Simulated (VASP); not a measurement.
Data:

```yaml
crystal:
  lattice:
    - [1.67231, -2.89652, 0.00000]
    - [1.67231, 2.89652, 0.00000]
    - [0.00000, 0.00000, 5.60732]
  atoms:
    - { symbol: Ti, position: [0.00000, 0.00000, 0.00000] }
    - { symbol: S, position: [0.33333, 0.66667, 0.25503] }
    - { symbol: S, position: [0.66667, 0.33333, 0.74497] }
```

The numbers are results of PBEsol GGA with spin-orbit coupling, VASP's PBE PAW potentials (set 64) (plane waves; VASP), not measurements. Settings: 400 eV cut-off, 10×10×5 Γ-centred mesh, Gaussian smearing of 0.050 eV, potentials Ti_sv S.

Without a dispersion term in the relaxation, distances and binding between the weakly bound layers, chains or molecules are unreliable, and so is what depends on them.

### Question
Give the energies of bands 17 to 30 at the high-symmetry points, in eV from the Fermi level.

### Answer

```
band      Γ      M      K      A      L      H
----  -----  -----  -----  -----  -----  -----
17    -2.74  -3.09  -4.32  -2.71  -2.98  -3.94
18    -2.74  -3.09  -4.32  -2.71  -2.98  -3.94
19     0.02  -2.87  -2.79  -2.69  -2.87  -3.28
20     0.02  -2.87  -2.79  -2.69  -2.87  -3.28
21     0.19  -2.65  -2.78  -0.05  -1.27  -2.29
22     0.19  -2.65  -2.78  -0.05  -1.27  -2.29
23     0.25  -1.57  -2.43   0.03  -1.15  -2.28
24     0.25  -1.57  -2.43   0.03  -1.15  -2.28
25     0.54   0.15   1.31   0.52  -0.19   1.33
26     0.54   0.15   1.31   0.52  -0.19   1.33
27     0.54   1.70   1.93   0.52   1.69   1.50
28     0.54   1.70   1.93   0.52   1.69   1.50
29     0.83   2.15   1.96   1.57   2.12   1.53
30     0.83   2.15   1.96   1.57   2.12   1.53
```

It has no gap at this level: it comes out as a metal or semimetal.

The compound is TiS2 in the 1T layered structure. It was relaxed first, which changed the volume by -5 %.
